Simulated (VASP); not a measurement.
Consider the following.

```
CuTe2
1.0
    3.95351     0.00000     0.00000
   -1.97676     3.42384     0.00000
    0.00000     0.00000     5.02089
Cu Te
1 2
Direct
  0.00000   0.00000   0.00000
  0.33333   0.66667   0.27439
  0.66667   0.33333   0.72561
```

Computed with PBEsol GGA, VASP's PBE PAW potentials (set 64) (plane waves; VASP). Settings: 400 eV cut-off, Gaussian smearing of 0.050 eV, potentials Cu Te.

Task: Give the energies of bands 3 to 14 at the high-symmetry points, in eV from the Fermi level.

Result: 
```
band      Γ      M      K      A      L      H
----  -----  -----  -----  -----  -----  -----
3     -6.10  -5.68  -6.16  -4.07  -6.41  -5.64
4     -4.18  -3.80  -4.42  -4.07  -5.97  -5.64
5     -4.18  -3.78  -4.42  -3.54  -4.11  -4.91
6     -3.28  -3.63  -3.57  -3.29  -3.57  -4.38
7     -3.28  -3.28  -3.57  -3.29  -3.19  -3.40
8     -2.88  -3.18  -3.21  -1.73  -3.17  -3.40
9     -0.27  -3.14  -2.02  -1.22  -3.09  -3.18
10    -0.27  -2.97  -2.02  -0.87  -1.77  -2.94
11     0.09  -2.83  -1.63  -0.87  -0.88  -2.94
12     0.09  -1.04  -1.39   0.98  -0.35   2.26
13     2.08   1.69  -1.39   0.98   0.36   2.26
14     3.44   2.84   2.38   4.38   4.42   6.55
```

It has no gap at this level: it comes out as a metal or semimetal.

The structure comes from a computed database's CuTe2 entry (P-3m1); how it stands against other phases isn't given here. It was relaxed first. The electron count is odd and the run is not spin-polarised, which forces a metal.
